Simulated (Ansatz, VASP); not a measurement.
CsNbS3 in VASP and in Ansatz

File INCAR:

```
PREC     = Accurate       # precision mode
ENCUT    = 520            # plane-wave cutoff, eV
EDIFF    = 1E-6           # SCF threshold, eV
ISMEAR   = 0              # smearing method
SIGMA    = 0.05           # smearing width, eV
LREAL    = F              # projectors in reciprocal space
LASPH    = T              # aspherical terms in the spheres
NELM     = 100            # most SCF steps
ALGO     = Normal         # electronic algorithm
ISIF     = 2              # what is computed and relaxed
LWAVE    = F              # write WAVECAR
LCHARG   = F              # write CHGCAR
GGA      = PE             # functional
NBANDS   = 28             # bands
```

Contents of KPOINTS:

```
Automatic mesh
0
Gamma
  4 4 4
```

Contents of POSCAR:

```
CsNbS3
1.0
    4.9600000000      0.0000000000      0.0000000000
    0.0000000000      4.9600000000      0.0000000000
    0.0000000000      0.0000000000      4.9600000000
Cs Nb S
1 1 3
Direct
    0.0000000000      0.0000000000      0.0000000000
    0.5000000000      0.5000000000      0.5000000000
    0.5000000000      0.5000000000      0.0000000000
    0.5000000000      0.0000000000      0.5000000000
    0.0000000000      0.5000000000      0.5000000000
```

Input for Ansatz:

```yaml
crystal:
  lattice:
    - [4.96, 0.0, 0.0]
    - [0.0, 4.96, 0.0]
    - [0.0, 0.0, 4.96]
  atoms:
    - { symbol: Cs, position: [0.0, 0.0, 0.0] }
    - { symbol: Nb, position: [0.5, 0.5, 0.5] }
    - { symbol: S, position: [0.5, 0.5, 0.0] }
    - { symbol: S, position: [0.5, 0.0, 0.5] }
    - { symbol: S, position: [0.0, 0.5, 0.5] }
basis:
  ecutwfc: 420
kpoints:
  mp_grid: { grid: [4, 4, 4] }
hamiltonian:
  xc: pbe
scf:
  occupations: { method: gaussian, width: 0.05 }
output:
  forces: true
  stress: true
  eigenvalues: true
```

The cell comes from a database or a generator and needn't be the stable form of this composition.

Alike in both runs: task single point; functional PBE; k mesh 4 × 4 × 4; occupations gaussian, width 0.05 eV; no spin polarisation.

|  | VASP | Ansatz |
| --- | --- | --- |
| version | VASP 6.6.1 | Ansatz 0.2.0 |
| potentials or method | VASP PAW PBE potentials, release 64 (Cs_sv, Nb_sv, S) | scalar-relativistic, plane waves, PAW |
| plane-wave cutoff (eV) | 520 | 420 |
| valence electrons in the cell | 40 | 40 |

|  | VASP | Ansatz | Ansatz less VASP |
| --- | --- | --- | --- |
| gap on the k mesh at the Fermi level (eV) | none | none | - |
| pressure (GPa) | -1.1 | -1.1 | +0.06 |

A gap of «none» marks a metal or a gap that the smearing closes. With one functional, cell and mesh, what is left measures potentials, basis and numerics.

The runs have no spin-orbit coupling, so splittings on Cs are missing.
